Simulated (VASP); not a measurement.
SrO (rock salt):

```
CELL_PARAMETERS angstrom
      0.00000     2.58000     2.58000
      2.58000     0.00000     2.58000
      2.58000     2.58000     0.00000
ATOMIC_POSITIONS crystal
  Sr 0.00000 0.00000 0.00000
  O  0.50000 0.50000 0.50000
```

The lowest empty band near X, direction across the valley's axis, from mBJ (TB09) with spin-orbit coupling in VASP (PAW); its two spin partners are averaged. The gap over the points computed is 4.89 eV, and the next band on that side lies 3.55 eV away at the edge.

Numerical set-up: 520 eV cut-off, 10×10×10 Γ-centred mesh, Gaussian smearing of 0.050 eV, potentials Sr_sv O.

| distance from the edge in k (1/Å) | distance in energy (meV) |
|---|---|
| 0.025 | 5.0 |
| 0.035 | 9.9 |
| 0.050 | 20.2 |
| 0.070 | 39.5 |

Question: Fit E(1 + αE) = ħ²k²/2m* (ħ²/2m0 = 3.810 eV Å²) and predict the row at 0.095 1/Å.

Answer: The rows don't resolve α, so a parabola serves: the electron mass is m* = 0.472 m0, and so 72.8 meV. The run gave 72.6 meV, -0.2 meV from the fit.

Left out are points under 3 meV from the edge, since the levels carry 0.1 meV, and points farther than half the way to the next band.

The compound is SrO in the rock salt structure. The cell was not relaxed at this level.
